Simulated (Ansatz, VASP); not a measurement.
# WS2 (Tungstenite): VASP beside Ansatz, part 2 of 3

Aim: how closely do two programs agree when they are given the same cell, functional and k mesh? The cell is taken from a series of runs on this material, whose earlier steps may have relaxed, scaled, displaced or heated it; both programs get it as it stands.

VASP 6.6.1 and Ansatz 0.2.0.

So far: Set-up; Ansatz: dielectric response, LDA.

### Step 3. VASP: dielectric response, LDA

Level of this step: LDA, no spin polarisation; plane waves and PAW (W, S) (VASP).

The same cell, functional (in two slightly different forms) and mesh now go to VASP, with its own data sets.

Lines of VASP's logs that name or quote its potential files are left out, and so is its time.

Contents of INCAR:

```
SYSTEM = WS2
PREC = Accurate
ENCUT = 520
EDIFF = 1E-08
NELM = 120
ISMEAR = 0
SIGMA = 0.01
LREAL = .FALSE.
ALGO = Normal
GGA = PW92
NBANDS = 24
LASPH = .TRUE.
LORBIT = 11
LWAVE = .FALSE.
LCHARG = .FALSE.
ISIF = 2
LEPSILON = .TRUE.
GGA_COMPAT = .FALSE.
EFERMI = MIDGAP
KPAR = 2
```

Contents of POSCAR:

```
WS2
1.0
    3.1800000000      0.0000000000      0.0000000000
   -1.5900000000      2.7539607840      0.0000000000
    0.0000000000      0.0000000000     12.5000000000
W S
2 4
Direct
    0.3333333334      0.6666666668      0.2500000000
    0.6666666668      0.3333333334      0.7500000000
    0.3333333334      0.6666666668      0.6250000000
    0.6666666668      0.3333333334      0.1250000000
    0.3333333334      0.6666666668      0.8750000000
    0.6666666668      0.3333333334      0.3750000000
```

Contents of KPOINTS:

```
Automatic mesh
0
Gamma
9 9 2
0 0 0
```

PAW data sets: W and S (LDA family, release 64).

On the command line:

```
$ mpirun -np 2 vasp_std
```

Numbers of over 12 decimals in the logs are rounded to 6 here.

The program printed:

```text
[banner, memory and clock lines left out]
running    2 mpi-ranks, on    1 nodes
 distrk:  each k-point on    1 cores,    2 groups
 distr:  one band on    1 cores,    1 groups

 POSCAR found type information on POSCAR W S
 POSCAR found :  2 types and       6 ions
|                                                                             |
|               ----> ADVICE to this user running VASP <----                  |
|                                                                             |
|     You enforced a specific xc type in the INCAR file but a different       |
|     [... a line on the potential file left out ...]
|     I HOPE YOU KNOW WHAT YOU ARE DOING!                                     |
|                                                                             |

 LDA part: xc-table for (Slater(with rela. corr.)+PW92), standard interpolation
 POSCAR, INCAR and KPOINTS ok, starting setup
 FFT: planning ... GRIDC
 FFT: planning ... GRID_SOFT
 FFT: planning ... GRID
 WAVECAR not read
 entering main loop
       N       E                     dE             d eps       ncg     rms          rms(c)
DAV:   1     0.176495349591E+03    0.17650E+03   -0.16175E+04  1152   0.132E+03
DAV:   2    -0.417854602934E+02   -0.21828E+03   -0.21028E+03  1576   0.263E+02
DAV:   3    -0.551727647754E+02   -0.13387E+02   -0.13300E+02  1544   0.652E+01
DAV:   4    -0.554471642355E+02   -0.27440E+00   -0.27323E+00  1552   0.100E+01
DAV:   5    -0.554550374962E+02   -0.78733E-02   -0.78699E-02  1520   0.150E+00    0.388E+01
DAV:   6    -0.530547639953E+02    0.24003E+01   -0.11161E+01  1624   0.159E+01    0.173E+01
DAV:   7    -0.527543339961E+02    0.30043E+00   -0.36213E+00  1520   0.105E+01    0.855E+00
DAV:   8    -0.525961303643E+02    0.15820E+00   -0.50384E-01  1608   0.433E+00    0.126E+00
DAV:   9    -0.525922081689E+02    0.39222E-02   -0.63250E-02  1536   0.138E+00    0.434E-01
DAV:  10    -0.525906469514E+02    0.15612E-02   -0.11451E-02  1648   0.583E-01    0.323E-01
DAV:  11    -0.525905638745E+02    0.83077E-04   -0.17744E-03  1584   0.241E-01    0.918E-02
DAV:  12    -0.525904897091E+02    0.74165E-04   -0.34726E-04  1648   0.113E-01    0.364E-02
DAV:  13    -0.525904896788E+02    0.30300E-07   -0.31953E-05  1504   0.300E-02    0.525E-03
DAV:  14    -0.525904895865E+02    0.92293E-07   -0.18051E-06  1680   0.696E-03    0.369E-03
DAV:  15    -0.525904895351E+02    0.51401E-07   -0.19330E-07  1584   0.295E-03    0.316E-03
DAV:  16    -0.525904895251E+02    0.10022E-07   -0.48270E-08  1472   0.103E-03    0.734E-04
DAV:  17    -0.525904895240E+02    0.10546E-08   -0.46896E-09   952   0.383E-04
   1 F= -.52590490E+02 E0= -.52590490E+02  d E =0.000000E+00
 Linear response reoptimize wavefunctions to high precision
DAV:   1    -0.525904895237E+02    0.36016E-09   -0.20633E-09  1072   0.247E-04
DAV:   2    -0.525904895237E+02   -0.20009E-10   -0.40386E-10   872   0.135E-04
 Linear response G [H, r] |phi>, progress :
  Direction:   1
       N       E                     dE             d eps       ncg     rms
RMM:   1    -0.194889405072E+03   -0.19489E+03   -0.22328E+02  3017   0.932E+01
RMM:   2    -0.151615187240E+03    0.43274E+02   -0.21476E+01  1868   0.265E+01
RMM:   3    -0.152044485304E+03   -0.42930E+00   -0.13320E+00  2034   0.421E+00
RMM:   4    -0.152077612272E+03   -0.33127E-01   -0.48110E-02  2054   0.829E-01
RMM:   5    -0.152078993126E+03   -0.13809E-02   -0.38378E-03  2110   0.195E-01
RMM:   6    -0.152079132970E+03   -0.13984E-03   -0.27226E-04  2127   0.486E-02
RMM:   7    -0.152079143494E+03   -0.10525E-04    0.15781E-06  2199   0.140E-02
RMM:   8    -0.152079144355E+03   -0.86035E-06    0.15461E-04  2227   0.432E-03
RMM:   9    -0.152079144486E+03   -0.13150E-06   -0.65120E-05  2323   0.217E-03
RMM:  10    -0.152079144594E+03   -0.10790E-06    0.75484E-05  2073   0.142E-03
RMM:  11    -0.152079144764E+03   -0.17037E-06   -0.14668E-05  1854   0.129E-03
RMM:  12    -0.152079144613E+03    0.15188E-06    0.12563E-05  1622   0.125E-03
RMM:  13    -0.152079144697E+03   -0.84645E-07    0.16507E-05  1565   0.125E-03
RMM:  14    -0.152079144593E+03    0.10441E-06    0.33283E-06  1530   0.124E-03
 Linear response G [H, r] |phi>, progress :
  Direction:   2
       N       E                     dE             d eps       ncg     rms
RMM:   1    -0.203738344913E+03   -0.20374E+03   -0.39865E+02  3006   0.911E+01
RMM:   2    -0.161008712220E+03    0.42730E+02   -0.18687E+01  1913   0.245E+01
RMM:   3    -0.161421087306E+03   -0.41238E+00   -0.12854E+00  2025   0.378E+00
RMM:   4    -0.161449645825E+03   -0.28559E-01   -0.42087E-02  2048   0.767E-01
RMM:   5    -0.161450913892E+03   -0.12681E-02   -0.43853E-03  2100   0.192E-01
RMM:   6    -0.161451044551E+03   -0.13066E-03   -0.30612E-04  2119   0.474E-02
RMM:   7    -0.161451052278E+03   -0.77266E-05    0.28741E-06  2180   0.135E-02
[...]
RMM:   1    -0.199744903986E+03   -0.19974E+03   -0.20575E+02  2876   0.937E+01
RMM:   2    -0.157676316299E+03    0.42069E+02   -0.24276E+01  1810   0.255E+01
RMM:   3    -0.158424359363E+03   -0.74804E+00   -0.19401E+00  1964   0.437E+00
RMM:   4    -0.158477565295E+03   -0.53206E-01   -0.97662E-02  2034   0.873E-01
RMM:   5    -0.158479576600E+03   -0.20113E-02   -0.61272E-03  2092   0.204E-01
RMM:   6    -0.158479783921E+03   -0.20732E-03   -0.71482E-04  2144   0.503E-02
[...]
RMM:  12    -0.408230098013E+01   -0.26293E-08    0.76095E-08  1165   0.209E-04
 change of polarisation eV/A/(eV/A) component  2 :    -1.072     8.165     0.000
 dielectric tensor                  component  2 :    -1.772    14.496     0.000
 Linear response to external field (no local field effect), progress :
  Direction:   3
       N       E                     dE             d eps       ncg     rms          rms(c)
RMM:   1    -0.232668363872E+01   -0.23267E+01   -0.10746E+01  2206   0.733E+00
RMM:   2    -0.245153242234E+01   -0.12485E+00   -0.79979E-02  1849   0.136E+00
RMM:   3    -0.245412142151E+01   -0.25890E-02   -0.40414E-03  2033   0.215E-01
RMM:   4    -0.245424996668E+01   -0.12855E-03   -0.17676E-04  2042   0.414E-02
RMM:   5    -0.245425711493E+01   -0.71483E-05   -0.17468E-05  2090   0.996E-03
RMM:   6    -0.245425769763E+01   -0.58270E-06   -0.21328E-06  2004   0.254E-03
RMM:   7    -0.245425774696E+01   -0.49330E-07   -0.44162E-07  1837   0.854E-04
RMM:   8    -0.245425775123E+01   -0.42689E-08   -0.25378E-06  1548   0.412E-04
RMM:   9    -0.245425775231E+01   -0.10755E-08   -0.81583E-07  1370   0.310E-04
RMM:  10    -0.245425775201E+01    0.29838E-09   -0.13696E-06  1246   0.283E-04
RMM:  11    -0.245425775160E+01    0.40937E-09    0.25074E-07  1202   0.277E-04
RMM:  12    -0.245425775152E+01    0.73741E-10   -0.11998E-06  1186   0.276E-04
RMM:  13    -0.245425775309E+01   -0.15685E-08   -0.78957E-07  1184   0.276E-04
 change of polarisation eV/A/(eV/A) component  3 :    -0.000     0.000     4.908
 dielectric tensor                  component  3 :    -0.000     0.000     9.114
 Linear response to external field, progress :
  Direction:   1
       N       E                     dE             d eps       ncg     rms          rms(c)
RMM:   1    -0.405108898364E+01   -0.40511E+01   -0.24986E+01  4653   0.801E+00
RMM:   2    -0.418320845442E+01   -0.13212E+00   -0.15866E-01  3949   0.154E+00    0.383E+00
RMM:   3    -0.401528019597E+01    0.16793E+00   -0.15720E-01  4164   0.173E+00    0.207E+00
RMM:   4    -0.411324483666E+01   -0.97965E-01   -0.12834E-01  4181   0.158E+00    0.409E-01
RMM:   5    -0.414394477765E+01   -0.30700E-01   -0.66106E-03  4244   0.433E-01    0.553E-02
RMM:   6    -0.413902090544E+01    0.49239E-02   -0.26847E-04  4334   0.817E-02    0.252E-02
RMM:   7    -0.413994811653E+01   -0.92721E-03   -0.36507E-05  4397   0.207E-02    0.534E-03
RMM:   8    -0.414034210574E+01   -0.39399E-03    0.59378E-06  4401   0.522E-03    0.217E-03
RMM:   9    -0.414048728046E+01   -0.14517E-03    0.91843E-06  4437   0.221E-03    0.673E-04
RMM:  10    -0.414049116360E+01   -0.38831E-05   -0.11192E-06  4533   0.743E-04    0.134E-04
RMM:  11    -0.414049027114E+01    0.89245E-06    0.14709E-06  4325   0.323E-04    0.609E-05
RMM:  12    -0.414049016347E+01    0.10767E-06    0.53750E-07  3279   0.206E-04    0.118E-05
RMM:  13    -0.414049012239E+01    0.41081E-07    0.43388E-07  2433   0.184E-04    0.559E-06
 change of polarisation eV/A/(eV/A) component  1 :     7.863    -0.319    -0.000
 dielectric tensor                  component  1 :    13.998    -0.528    -0.000
 Linear response to external field, progress :
  Direction:   2
       N       E                     dE             d eps       ncg     rms          rms(c)
RMM:   1    -0.405277557903E+01   -0.40528E+01   -0.25002E+01  4648   0.800E+00
RMM:   2    -0.418330790840E+01   -0.13053E+00   -0.15891E-01  3926   0.154E+00    0.383E+00
RMM:   3    -0.401529380156E+01    0.16801E+00   -0.15664E-01  4159   0.173E+00    0.207E+00
RMM:   4    -0.411319726784E+01   -0.97903E-01   -0.12839E-01  4153   0.158E+00    0.409E-01
RMM:   5    -0.414375919904E+01   -0.30562E-01   -0.64637E-03  4236   0.432E-01    0.583E-02
RMM:   6    -0.413996013410E+01    0.37991E-02   -0.33486E-04  4321   0.839E-02    0.259E-02
RMM:   7    -0.413937917053E+01    0.58096E-03   -0.25251E-05  4370   0.245E-02    0.121E-02
RMM:   8    -0.414031430683E+01   -0.93514E-03   -0.97042E-07  4412   0.652E-03    0.245E-03
RMM:   9    -0.414046542760E+01   -0.15112E-03   -0.57201E-06  4430   0.256E-03    0.678E-04
RMM:  10    -0.414049141149E+01   -0.25984E-04    0.21992E-06  4516   0.794E-04    0.133E-04
RMM:  11    -0.414049155673E+01   -0.14524E-06   -0.32222E-07  4382   0.331E-04    0.564E-05
RMM:  12    -0.414049083479E+01    0.72195E-06   -0.11882E-06  3201   0.205E-04    0.143E-05
RMM:  13    -0.414049075888E+01    0.75905E-07   -0.12827E-06  2559   0.185E-04    0.666E-06
 change of polarisation eV/A/(eV/A) component  2 :    -0.313     7.863     0.000
 dielectric tensor                  component  2 :    -0.517    13.998     0.000
 Linear response to external field, progress :
  Direction:   3
       N       E                     dE             d eps       ncg     rms          rms(c)
RMM:   1    -0.232668363872E+01   -0.23267E+01   -0.10746E+01  2206   0.733E+00
RMM:   2    -0.245153396073E+01   -0.12485E+00   -0.79995E-02  1850   0.136E+00    0.450E+00
RMM:   3    -0.165863049312E+01    0.79290E+00   -0.44904E+00  1867   0.535E+00    0.171E+00
RMM:   4    -0.155012112369E+01    0.10851E+00   -0.38655E-01  2031   0.168E+00    0.861E-01
RMM:   5    -0.155749652116E+01   -0.73754E-02   -0.48953E-02  1924   0.886E-01    0.375E-01
RMM:   6    -0.156167019975E+01   -0.41737E-02   -0.40251E-03  2024   0.221E-01    0.309E-01
RMM:   7    -0.156564851699E+01   -0.39783E-02   -0.48685E-04  2105   0.711E-02    0.161E-01
RMM:   8    -0.156756103807E+01   -0.19125E-02   -0.13850E-03  2074   0.121E-01    0.512E-02
RMM:   9    -0.156809347531E+01   -0.53244E-03   -0.75290E-05  2058   0.339E-02    0.279E-02
RMM:  10    -0.156815107345E+01   -0.57598E-04   -0.23777E-05  2150   0.110E-02    0.601E-03
RMM:  11    -0.156807216865E+01    0.78905E-04    0.79585E-06  2042   0.567E-03    0.132E-03
RMM:  12    -0.156803179440E+01    0.40374E-04    0.73227E-05  2261   0.208E-03    0.121E-03
RMM:  13    -0.156803667680E+01   -0.48824E-05    0.11591E-05  2157   0.781E-04    0.166E-04
RMM:  14    -0.156803499132E+01    0.16855E-05    0.38839E-06  2263   0.466E-04    0.191E-04
RMM:  15    -0.156803574197E+01   -0.75065E-06    0.18648E-06  1973   0.240E-04    0.174E-05
RMM:  16    -0.156803585591E+01   -0.11395E-06   -0.37343E-08  1353   0.169E-04    0.132E-05
RMM:  17    -0.156803598878E+01   -0.13287E-06   -0.79533E-07  1169   0.164E-04    0.871E-06
 change of polarisation eV/A/(eV/A) component  3 :    -0.000     0.000     2.987
 dielectric tensor                  component  3 :    -0.000     0.000     5.937
 Born effective charges drift removed
```

OUTCAR, selected parts (step 3):

```text
ion  position               nearest neighbor table
   1  0.333  0.667  0.250-   4 2.41   6 2.41   4 2.41   6 2.41   4 2.41   6 2.41
   2  0.667  0.333  0.750-   3 2.41   5 2.41   3 2.41   5 2.41   3 2.41   5 2.41
   3  0.333  0.667  0.625-   2 2.41   2 2.41   2 2.41
   4  0.667  0.333  0.125-   1 2.41   1 2.41   1 2.41
   5  0.333  0.667  0.875-   2 2.41   2 2.41   2 2.41
   6  0.667  0.333  0.375-   1 2.41   1 2.41   1 2.41

  LATTYP: Found a hexagonal cell.
 ALAT       =     3.1800000000
 C/A-ratio  =     3.9308176101

 Subroutine GETGRP returns: Found 24 space group operations
 (whereof 12 operations were pure point group operations)

The static configuration has the point symmetry D_3d.
 The point group associated with its full space group is D_6h.

 Found     24 irreducible k-points:

   k-points           NKPTS =     24   k-points in BZ     NKDIM =     24   number of bands    NBANDS=     24

   dimension x,y,z NGX =    24 NGY =   24 NGZ =   96
   dimension x,y,z NGXF=    48 NGYF=   48 NGZF=  192

   ENCUT  =  520.0 eV  38.22 Ry    6.18 a.u.   5.91  5.91 23.24*2*pi/ulx,y,z

   NELECT =      36.0000    total number of electrons

 k-points in reciprocal lattice and weights: Automatic mesh
   0.00000000  0.00000000  0.00000000       0.006
   0.11111111 -0.00000000  0.00000000       0.037
   0.22222222 -0.00000000  0.00000000       0.037
   0.33333333 -0.00000000  0.00000000       0.037
   0.44444444 -0.00000000  0.00000000       0.037
   0.11111111  0.11111111  0.00000000       0.037
   0.22222222  0.11111111  0.00000000       0.074
   0.33333333  0.11111111  0.00000000       0.074
   0.44444444  0.11111111  0.00000000       0.037
[...]
0.33333333  0.22222222  0.50000000       0.074
   0.33333333  0.33333333  0.50000000       0.012

 average (electrostatic) potential at core
       1 -40.6910       2 -40.6910       3 -86.5311       4 -86.5311       5 -86.5311
       6 -86.5311

  Total       -4.5800186     -4.5800186     -3.2299251      0.0000000      0.0000000      0.0000000
  in kB      -67.0321170    -67.0321170    -47.2724539      0.0000000      0.0000000      0.0000000
  external PRESSURE =     -60.4455627 kB  Pullay stress =       0.0000000 kB

  energy-cutoff  :      520.00
  volume of cell :      109.47
      direct lattice vectors                 reciprocal lattice vectors
     3.180000000  0.000000000  0.000000000     0.314465409  0.181556688  0.000000000
    -1.590000000  2.753960784  0.000000000     0.000000000  0.363113377  0.000000000
     0.000000000  0.000000000 12.500000000     0.000000000  0.000000000  0.080000000

 POSITION                                       TOTAL-FORCE (eV/Angst)
 -----------------------------------------------------------------------------------
      0.00000      1.83597      3.12500         0.000000      0.000000      0.000000
      1.59000      0.91799      9.37500         0.000000      0.000000      0.000000
      0.00000      1.83597      7.81250        -0.000000     -0.000000      0.391690
      1.59000      0.91799      1.56250         0.000000      0.000000      0.391690
      0.00000      1.83597     10.93750        -0.000000     -0.000000     -0.391690
      1.59000      0.91799      4.68750         0.000000      0.000000     -0.391690
 -----------------------------------------------------------------------------------
    total drift:                               -0.000000     -0.000000      0.000000

 MACROSCOPIC STATIC DIELECTRIC TENSOR (including local field effects in DFT)
 ------------------------------------------------------
          13.997743    -0.000000     0.000000
          -0.000000    13.997743     0.000000
           0.000000     0.000000     5.937452
 ------------------------------------------------------

 PIEZOELECTRIC TENSOR (including local field effects)  for field in x, y, z        (C/m^2)
          XX          YY          ZZ          XY          YZ          ZX
  --------------------------------------------------------------------------------
  x     0.00000     0.00000     0.00000     0.00000     0.00000     0.00000
  y     0.00000     0.00000     0.00000     0.00000     0.00000     0.00000
  z     0.00000     0.00000     0.00000     0.00000     0.00000     0.00000

 BORN EFFECTIVE CHARGES (including local field effects) (in |e|, cummulative output)
 ---------------------------------------------------------------------------------
 ion    1
    1    -0.65744     0.00000     0.00000
    2     0.00000    -0.65744    -0.00000
    3     0.00000     0.00000    -0.46544
 ion    2
    1    -0.65744     0.00000     0.00000
    2     0.00000    -0.65744    -0.00000
    3     0.00000     0.00000    -0.46544
 ion    3
    1     0.32872     0.00000     0.00000
    2     0.00000     0.32872     0.00000
    3     0.00000     0.00000     0.23272
 ion    4
    1     0.32872     0.00000    -0.00000
    2     0.00000     0.32872     0.00000
    3    -0.00000    -0.00000     0.23272
 ion    5
    1     0.32872     0.00000     0.00000
    2     0.00000     0.32872     0.00000
    3     0.00000    -0.00000     0.23272
 ion    6
    1     0.32872     0.00000    -0.00000
    2     0.00000     0.32872     0.00000
    3    -0.00000     0.00000     0.23272
```

The dielectric response converges more slowly with the mesh than energies do, so tensor and charges may still move on a finer one.

### Step 4. Comparison

Known differences besides the potentials themselves: fixed occupations in Ansatz, narrow Gaussian smearing in VASP; VASP's response is taken on the typed mesh, Ansatz refines its own for the field response alone; the data sets hold 52 valence electrons in Ansatz (on its default PAW (the set named soft_2) files) and 36 in VASP; the cutoff is 420 eV in Ansatz and 520 eV in VASP; VASP's log shows a relativistic correction to its local exchange, Ansatz's none. Total energies have different zeros and are not compared.

Both answers:

```
                                    quantity  Ansatz   VASP  difference
                                       ε∞ xx   13.95  14.00     -0.33 %
                                       ε∞ yy   13.95  14.00     -0.33 %
                                       ε∞ zz    5.92   5.94     -0.38 %
Born charge of W1 (mean of the diagonal) (e)   -0.59  -0.59       +0.01
Born charge of S3 (mean of the diagonal) (e)    0.29   0.30        0.00
```

(Part 2 of 3 ends here.)

[Lines on the potential files, build, host, timing and source positions are cut from VASP's logs without a mark.]

[Logs are printed without paths, hosts, clocks, repeated set-up lines and the standing remarks that a program may print on its own settings, such as how far it seeks lower states.]

[Hosts, paths, dates, database ids (printed as entryN), source tags and the programs' standing remarks are cut or masked in the printed files.]
